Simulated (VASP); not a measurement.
A run of VASP 6.6.1 is set up as follows.

File INCAR:

```
PREC = Accurate ; ENCUT = 520
EDIFF = 1E-6 ; ISMEAR = 0
SIGMA = 0.05 ; LREAL = False
LASPH = True ; NELM = 60
ALGO = Normal ; ISIF = 2
LWAVE = False ; LCHARG = False
GGA = PS ; NBANDS = 16
```

File KPOINTS:

```
Automatic mesh
0
Gamma
  4 4 4
```

The input POSCAR:

```
Be3AsP
1.0
    4.8000000000      0.0000000000      0.0000000000
    0.0000000000      4.8000000000      0.0000000000
    0.0000000000      0.0000000000      4.8000000000
As P Be
1 1 3
Direct
    0.0000000000      0.0000000000      0.0000000000
    0.5000000000      0.5000000000      0.5000000000
    0.5000000000      0.5000000000      0.0000000000
    0.5000000000      0.0000000000      0.5000000000
    0.0000000000      0.5000000000      0.5000000000
```

Potentials or basis: VASP PAW PBE potentials, release 64 (As, P, Be).

Run with:

```bash
$ cat potpaw_PBE.64/As/POTCAR potpaw_PBE.64/P/POTCAR potpaw_PBE.64/Be/POTCAR > POTCAR
$ mpirun -np 1 vasp_std > vasp.out
```

**Question.** Predict the pressure.

**Answer.** -16.7 GPa.

**Question.** Predict the band gap on the k mesh.

**Answer.** None (metal or under the smearing width).

Caveat: so large a pressure means that the cell lies far from this level's equilibrium, or that cutoff or potentials fall short; the potentials were made for another functional, which shifts forces and pressure.
